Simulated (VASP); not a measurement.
Consider the following.

```xyz
4
Lattice="3.4944 0.0000 0.0000 0.0000 3.4944 0.0000 0.0000 0.0000 6.1529" Properties=species:S:1:pos:R:3 pbc="T T T"
Eu     0.0000     1.7472     0.0000
Eu     1.7472     0.0000     3.0765
N      0.0000     0.0000     1.5382
N      0.0000     0.0000     4.6147
```

Level of theory: PBE GGA, VASP's PBE PAW potentials (set 64) (plane waves; VASP 6.6.1). Run with 520 eV cut-off, 5×5×3 Γ-centred mesh, Gaussian smearing of 0.050 eV, potentials Eu_2 N.

The 4f electrons are frozen in the core of the lanthanide potential, so 4f levels, which can set the real gap, and their magnetism are missing.

Question: Predict the energy per atom (σ→0), pressure, band gap (on the k-mesh) with the smallest direct gap where there is one.

Answer: 
```
Property                                                     Value
------------------------  ----------------------------------------
band gap (on the k-mesh)  none (metal, semimetal or under 0.01 eV)
energy per atom (σ→0)                               -5.079 eV/atom
pressure                                                  7.98 GPa
```

Only differences to runs with the same potentials and settings are physical.

The structure was generated: EuN was put into the PtS type (P4_2/mmc), which need not be its known phase. The cell was not relaxed at this level. The k-mesh is coarse (spacing up to 0.36 per Å, 2π included), so the numbers may not be converged in it.
